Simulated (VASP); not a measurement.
Method: vdW-DF-cx, VASP's PBE PAW potentials (set 64) (plane waves; VASP).

Input for VASP

**INCAR**
```
! general
SYSTEM   = CoSi2
PREC     = Accurate
ENCUT    = 520   ! plane-wave cut-off (eV)
LREAL    = .False.
LASPH    = .True.

! electronic loop
EDIFF    = 1E-7
NELM     = 100   ! most electronic steps
ALGO     = Normal   ! blocked Davidson
LMAXMIX  = 4   ! l cut-off of mixed one-centre charges

! smearing
ISMEAR   = -5   ! tetrahedra, Bloechl

! functional
GGA      = CX
LUSE_VDW = .True.
AGGAC    = 0.0

! ions
ISIF     = 2   ! forces and stress, cell fixed

! output
LWAVE    = .False.
LCHARG   = .True.
LORBIT   = 11   ! lm-projected
NEDOS    = 601

! other
LEFG     = .True.
```

### POSCAR
```
CoSi2
1
   -0.0000000000     2.6655342007     2.6655342007
    2.6655342007     0.0000000000     2.6655342007
    2.6655342007     2.6655342007    -0.0000000000
Co Si
1 2
Direct
  0.0000000000   0.0000000000   0.0000000000
  0.2500000000   0.2500000000   0.2500000000
  0.7500000000   0.7500000000   0.7500000000
```

KPOINTS:
```
Automatic mesh
0
Gamma
11 11 11
0 0 0
```

POTCAR, in this order: Co Si (PBE.64 set). Program: vasp_std.

The resulting files:

OSZICAR:
```
       N       E                     dE             d eps       ncg     rms          rms(c)
DAV:   1     0.745339841831E+02    0.74534E+02   -0.70389E+03  1344   0.134E+03
DAV:   2    -0.122944911516E+02   -0.86828E+02   -0.81157E+02  1356   0.255E+02
DAV:   3    -0.164260037764E+02   -0.41315E+01   -0.40174E+01  1752   0.646E+01
DAV:   4    -0.165186630118E+02   -0.92659E-01   -0.92561E-01  1628   0.928E+00
DAV:   5    -0.165214510967E+02   -0.27881E-02   -0.27912E-02  1816   0.166E+00    0.147E+01
DAV:   6    -0.197660664782E+02   -0.32446E+01   -0.38084E+01  1648   0.134E+02    0.169E+01
DAV:   7    -0.151402491546E+02    0.46258E+01   -0.16264E+01  1772   0.105E+02    0.376E+00
DAV:   8    -0.151521289289E+02   -0.11880E-01   -0.96222E-01  1604   0.804E+00    0.187E+00
DAV:   9    -0.151191467619E+02    0.32982E-01   -0.10660E-01  1700   0.704E+00    0.402E-01
DAV:  10    -0.151189907739E+02    0.15599E-03   -0.58309E-03  1712   0.959E-01    0.767E-02
DAV:  11    -0.151189879512E+02    0.28227E-05   -0.35507E-04  1984   0.352E-01    0.426E-02
DAV:  12    -0.151189998197E+02   -0.11868E-04   -0.31716E-05  1496   0.545E-02    0.224E-02
DAV:  13    -0.151189966533E+02    0.31663E-05   -0.26423E-06  2076   0.185E-02    0.445E-03
DAV:  14    -0.151189956381E+02    0.10152E-05   -0.44026E-07  1552   0.879E-03    0.262E-03
DAV:  15    -0.151189964218E+02   -0.78363E-06   -0.76754E-08   888   0.562E-03    0.920E-04
DAV:  16    -0.151189967694E+02   -0.34767E-06   -0.61693E-08   816   0.210E-03    0.223E-04
DAV:  17    -0.151189967263E+02    0.43104E-07   -0.95330E-09   772   0.173E-03
   1 F= -.15118997E+02 E0= -.15118997E+02  d E =0.000000E+00
```

**OUTCAR**
```
------------------------ aborting loop because EDIFF is reached ----------------------------------------
  FORCE on cell =-STRESS in cart. coord.  units (eV):
  Direction    XX          YY          ZZ          XY          YZ          ZX
  --------------------------------------------------------------------------------------
  Total       -0.0354966     -0.0354966     -0.0354966      0.0000000      0.0000000     -0.0000000
  in kB       -1.5014629     -1.5014629     -1.5014629      0.0000000      0.0000000     -0.0000000
  external PRESSURE =      -1.5014629 kB  Pullay stress =       0.0000000 kB
  volume of cell :       37.88
      direct lattice vectors                 reciprocal lattice vectors
     0.000000000  2.665534201  2.665534201    -0.187579660  0.187579660  0.187579660
     2.665534201  0.000000000  2.665534201     0.187579660 -0.187579660  0.187579660
     2.665534201  2.665534201  0.000000000     0.187579660  0.187579660 -0.187579660
 POSITION                                       TOTAL-FORCE (eV/Angst)
 -----------------------------------------------------------------------------------
      0.00000      0.00000      0.00000        -0.000000     -0.000000     -0.000000
      1.33277      1.33277      1.33277         0.000000      0.000000      0.000000
      3.99830      3.99830      3.99830        -0.000000     -0.000000     -0.000000
 -----------------------------------------------------------------------------------
    total drift:                               -0.000000     -0.000000      0.000000
  FREE ENERGIE OF THE ION-ELECTRON SYSTEM (eV)
  ---------------------------------------------------
  free  energy   TOTEN  =       -15.1189967263 eV

  energy  without entropy=      -15.1189967263  energy(sigma->0) =      -15.11899673

 total charge

# of ion       s       p       d       tot
------------------------------------------
    1        0.548   0.737   7.620   8.905
    2        0.717   0.883   0.000   1.600
    3        0.717   0.883   0.000   1.600
--------------------------------------------------
tot          1.981   2.504   7.620  12.105

 Electric field gradients after diagonalization (V/A^2)
 (convention: |V_zz| > |V_xx| > |V_yy|)
----------------------------------------------------------------------
 ion       V_xx      V_yy      V_zz     asymmetry (V_yy - V_xx)/ V_zz
----------------------------------------------------------------------
   1       0.002     0.002    -0.004       0.000
   2       0.000     0.000    -0.000       0.000
   3       0.000     0.000    -0.000       0.000
```
(Selected blocks of OUTCAR.)

For a metal the tetrahedron method with Blöchl corrections gives inexact stress and forces.

The compound is CoSi2 in the fluorite structure. It was relaxed first. The run is not spin-polarised, so no magnetic state was tried. The electron count is odd and the run is not spin-polarised, which forces a metal.
